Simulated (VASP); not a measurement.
Write the native input for VASP 6.6.1 that does the following.

| Quantity | Value |
| --- | --- |
| Task | relaxation of cell and atoms |
| Functional | PBE |
| Potentials or basis | VASP PAW PBE potentials, release 64 (Ag, Pb_d, F) |
| Cutoff | 600 eV |
| k mesh | 6 × 6 × 4 |
| Occupations | gaussian, width 0.1 eV |
| Spin | no spin polarisation |
| Dipole correction | no |
| Further INCAR settings | ALGO = Normal; EDIFF = 1e-06; IBRION = 2; EDIFFG = -0.04; NSW = 90; ISIF = 3 |

The structure of AgPbF2 lies in POSCAR:

```
AgPbF2
1.0
    3.0615309600      0.0000000000      0.0000000000
   -1.5307654800      2.6513635900      0.0000000000
    0.0000000000      0.0000000000      5.0295052600
Ag Pb F
1 1 2
Direct
    0.0000000000      0.0000000000      0.0000000000
    0.0000000000      0.0000000000      0.5000000000
    0.3333333300      0.6666666700      0.7831989800
    0.6666666700      0.3333333300      0.2168010200
```

The cell was built by a generator and needn't be a form met in nature.

These files were run (other wordings do the same):

INCAR

```
ALGO = Normal
EDIFF = 1E-6
EDIFFG = -0.04
ENCUT = 600
GGA = PE
IBRION = 2
ISIF = 3
ISMEAR = 0
LASPH = True
LCHARG = False
LREAL = False
LWAVE = False
NELM = 100
NSW = 90
PREC = Accurate
SIGMA = 0.1
```

KPOINTS

```
k-points
0
Gamma
  6 6 4
```

Potentials or basis: VASP PAW PBE potentials, release 64 (Ag, Pb_d, F).

Command:

```console
$ cat potpaw_PBE.64/Ag/POTCAR potpaw_PBE.64/Pb_d/POTCAR potpaw_PBE.64/F/POTCAR > POTCAR
$ mpirun -np 1 vasp_std > vasp.out
```

Results of the run:

```
Relaxed volume                         : 17.17 Å³/atom
Relaxed cell                           : a = 3.499 Å, b = 3.499 Å, c = 6.479 Å, α = 90.00°, β = 90.00°, γ = 120.00°
Space group after relaxing (to 0.05 Å) : P-3m1 (No. 164)
Energy gained by relaxing              : 2109.2 meV/atom
Ionic steps                            : 11
Pressure after relaxing                : 0.0 GPa
Largest force after relaxing           : 0.008 eV/Å
Band gap on the k mesh                 : none (metal or under the smearing width)
```

Caveat: the k mesh is coarse (spacing up to 0.39 Å⁻¹), so the values aren't converged; the volume moved by over 15 % at a fixed basis, so the end points are rough; an odd number of electrons without spin polarisation forces a metal; a magnetic or distorted state may lie lower.

It took 2.3 min on 1 thread of Intel(R) Xeon(R) Platinum 8375C CPU @ 2.90GHz (Ice Lake), on a shared host, peak memory 0.18 GiB.
